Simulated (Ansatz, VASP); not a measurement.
# PbC in two plane-wave programs, part 2 of 2

One calculation is typed for both programs; each brings its own data sets. How far apart do they land? The cell is generated by rule, not measured, and may not be a known phase. Of the first pair: The two relaxations start from unlike cells of this crystal (the structure described is Ansatz's start), so only their ends are compared.

VASP 6.6.1 and Ansatz 0.2.0.

So far: The starting structure; VASP: relaxation of cell and atoms, PBEsol, pair 1; Ansatz: relaxation of cell and atoms, PBEsol, pair 1; Comparison.

### Step 5. Ansatz: relaxation of cell and atoms, PBEsol, pair 2

Level of this step: Ansatz beside VASP: Kohn-Sham DFT, plane waves, PBEsol (Ansatz).

The relaxed volume is the usual yardstick between codes: in a stiff, nearly cubic crystal its relative difference is about their pressure difference at one cell divided by the bulk modulus. Its start cell is another than that of the pair before, and may be another structure of the material.

The cell is taken from a series of runs on this material, whose earlier steps may have relaxed, scaled, displaced or heated it; both programs get it as it stands.

Contents of input.yaml:

```yaml
crystal:
  lattice:
    - [3.4860710212, 0.0, 0.0]
    - [-1.7430355106, 3.0190260637, 0.0]
    - [0.0, 0.0, 6.2623413523]
  atoms:
    - { symbol: Pb, position: [0.0, 0.0, 0.0] }
    - { symbol: Pb, position: [0.0, 0.0, 0.5] }
    - { symbol: C, position: [0.3333333333, 0.6666666667, 0.25] }
    - { symbol: C, position: [0.6666666667, 0.3333333333, 0.75] }
kpoints:
  mp_grid: { grid: [12, 12, 6] }
hamiltonian:
  xc: pbesol
scf:
  occupations: { method: gaussian, width: 0.1 }
output:
  forces: true
  stress: true
  eigenvalues: true
relax:
  adjacent_minimum: "off"
  f_tol: 0.005
  max_steps: 80
  cell: { stress_tol: 0.05 }
```

The run is started by

```console
ansatz run input.yaml --threads 4 --pin off --max-ram 7168MiB --backend cpu --events-out ev --progress --plain --runs-dir out
```

Numbers of over 12 decimals in the logs are rounded to 6 here.

The log of the run:

```text
[...]
Crystal: 4 atoms, lattice volume = 65.908 Å³
Basis set: ecut = 420 eV, 1287 PW (Γ), exchange–correlation on 48×48×90 points (8 copies of the dense FFT grid, shifted against one another)
Bands: 22, of which v1, the nominal top of the filled ones, is band 18 counted from 1 (17 counted from 0)
Symmetry: 24 space group operations
[...]
k-points: 76 of 864
[...]
--- Relaxed structure (3 steps of the walk, 2 accepted, 1 SCFs on fresh bases) ---
[...]
cell:  # Å, volume = 65.9694 Å³
    - [3.493121, 0, 0]
    - [-1.746560, 3.025131, 0]
    - [0.0, 0, 6.242880]
  atoms:
    - { symbol: Pb, position: [0, 0, 0] }
    - { symbol: Pb, position: [0, 0, 0.5] }
    - { symbol: C, position: [0.333333, 0.666667, 0.25] }
    - { symbol: C, position: [0.666667, 0.333333, 0.750000] }
[key lines of the parts left out:]
SCF converged after 7 iterations
Free energy (F): -23995.549751 eV
Fermi energy:    11.829832 eV
P = ⅓ Tr σ = -0.0172 GPa (-0.172 kbar)
```

### Step 6. VASP: relaxation of cell and atoms, PBEsol, pair 2

The same cell, functional, mesh and smearing now go to VASP, with its own data sets.

Contents of INCAR:

```
SYSTEM = PbC
PREC = Accurate
ENCUT = 600
EDIFF = 1E-07
NELM = 120
ISMEAR = 0
SIGMA = 0.1
LREAL = .FALSE.
ALGO = Normal
GGA = PS
NBANDS = 24
LORBIT = 11
LWAVE = .FALSE.
LCHARG = .FALSE.
ISIF = 3
IBRION = 2
NSW = 80
EDIFFG = -0.005
LASPH = .TRUE.
GGA_COMPAT = .FALSE.
NELMIN = 4
KPAR = 2
```

Contents of POSCAR:

```
PbC
1.0
    3.4860710000      0.0000000000      0.0000000000
   -1.7430360000      3.0190260000      0.0000000000
    0.0000000000      0.0000000000      6.2623410000
Pb C
2 2
Direct
    0.0000000000      0.0000000000      0.0000000000
    0.0000000000      0.0000000000      0.5000000798
    0.3333334290      0.6666666667      0.2499999601
    0.6666668579      0.3333333333      0.7500000399
```

Contents of KPOINTS:

```
Automatic mesh
0
Gamma
12 12 6
0 0 0
```

PAW data sets: Pb_d and C (PBE family, release 64).

The run is started by

```console
mpirun -np 2 vasp_std
```

The log of the run:

```text
[banner, memory and clock lines left out]
running    2 mpi-ranks, on    1 nodes
[...]
[... a notice as in an earlier step ...]

 LDA part: xc-table for (Slater+PW92), standard interpolation
 POSCAR, INCAR and KPOINTS ok, starting setup
[...]
entering main loop
       N       E                     dE             d eps       ncg     rms          rms(c)
DAV:   1     0.380418677639E+03    0.38042E+03   -0.19410E+04  3648   0.201E+03
DAV:   2     0.133196582331E+02   -0.36710E+03   -0.35829E+03  3760   0.477E+02
DAV:   3    -0.196070370945E+02   -0.32927E+02   -0.32235E+02  4808   0.162E+02
DAV:   4    -0.209557877948E+02   -0.13488E+01   -0.13415E+01  4352   0.320E+01
[...]
DAV:  13    -0.195807817725E+02    0.23848E-05   -0.10363E-05  5264   0.269E-02    0.293E-03
DAV:  14    -0.195807819466E+02   -0.17416E-06   -0.72505E-07  3640   0.684E-03    0.920E-04
DAV:  15    -0.195807820087E+02   -0.62019E-07   -0.48336E-08  2648   0.187E-03
   1 F= -.19580782E+02 E0= -.19574965E+02  d E =-.195808E+02
[...]
N       E                     dE             d eps       ncg     rms          rms(c)
DAV:   1    -0.195860937387E+02   -0.53118E-02   -0.21650E-01  4224   0.424E+00    0.314E-01
DAV:   2    -0.195830688205E+02    0.30249E-02   -0.84455E-03  4920   0.112E+00    0.189E-01
DAV:   3    -0.195815891994E+02    0.14796E-02   -0.33962E-03  5576   0.799E-01    0.323E-02
DAV:   4    -0.195816001321E+02   -0.10933E-04   -0.46729E-04  4456   0.258E-01    0.114E-02
DAV:   5    -0.195815971618E+02    0.29703E-05   -0.15598E-05  5688   0.475E-02    0.253E-03
DAV:   6    -0.195815973371E+02   -0.17523E-06   -0.12083E-06  4368   0.105E-02    0.111E-03
DAV:   7    -0.195815973844E+02   -0.47356E-07   -0.46959E-08  2952   0.308E-03
   2 F= -.19581597E+02 E0= -.19575950E+02  d E =-.815376E-03
 trial-energy change:   -0.000815  1 .order   -0.000809   -0.001641    0.000022
 step:   0.9870(harm=  0.9867)  dis= 0.00000  next Energy=   -19.581598 (dE=-0.816E-03)
 reached required accuracy - stopping structural energy minimisation
```

OUTCAR, selected parts (step 6):

```text
  Total        0.0029529      0.0029529      0.0113672     -0.0000000      0.0000000      0.0000000
  in kB        0.0716844      0.0716844      0.2759508     -0.0000000      0.0000000      0.0000000
  external PRESSURE =       0.1397732 kB  Pullay stress =       0.0000000 kB

 POSITION                                       TOTAL-FORCE (eV/Angst)
 -----------------------------------------------------------------------------------
      1.74695      3.02581      0.00000        -0.000000     -0.000000     -0.000000
      1.74695      3.02581      3.12142        -0.000000     -0.000000     -0.000000
     -0.00000      2.01720      1.56071        -0.000000      0.000000      0.000000
      1.74695      1.00860      4.68213         0.000000     -0.000000      0.000000
 -----------------------------------------------------------------------------------
    total drift:                               -0.000253     -0.000000     -0.000310

  FREE ENERGIE OF THE ION-ELECTRON SYSTEM (eV)
  ---------------------------------------------------
  free  energy   TOTEN  =       -19.5815973844 eV

  energy  without entropy=      -19.5703023125  energy(sigma->0) =      -19.57594985

[... 1 part as in an earlier step ...]

[... 3 further parts left out ...]
[key lines of the parts left out:]
E-fermi :   7.8309
```

### Step 7. Side by side

The two programs side by side:

```
                                         quantity  Ansatz   VASP  difference
                                      volume (Å³)   65.97  66.00     -0.04 %
edge a after relaxation, in the typed setting (Å)   3.493  3.494     -0.02 %
edge c after relaxation, in the typed setting (Å)   6.243  6.243     +0.00 %
```

### Step 8. What came out

| Property | Result |
| --- | --- |
| difference in volume (relaxation of cell and atoms, PBEsol, pair 1) | -0.11 % |
| difference in volume (relaxation of cell and atoms, PBEsol, pair 2) | -0.044 % |

The difference in volume is -0.11 % (relaxation of cell and atoms, PBEsol, pair 1), within the 1.2 % picked in this series as the mark of a large difference, as far as the stopping tolerances let one tell. How closely two codes agree says nothing of how well the functional describes the real material.

[Lines on the potential files, build, host, timing and source positions are cut from VASP's logs without a mark.]

[Logs are printed without paths, hosts, clocks, repeated set-up lines and the standing remarks that a program may print on its own settings, such as how far it seeks lower states.]

[Hosts, paths, dates, database ids (printed as entryN), source tags and the programs' standing remarks are cut or masked in the printed files.]
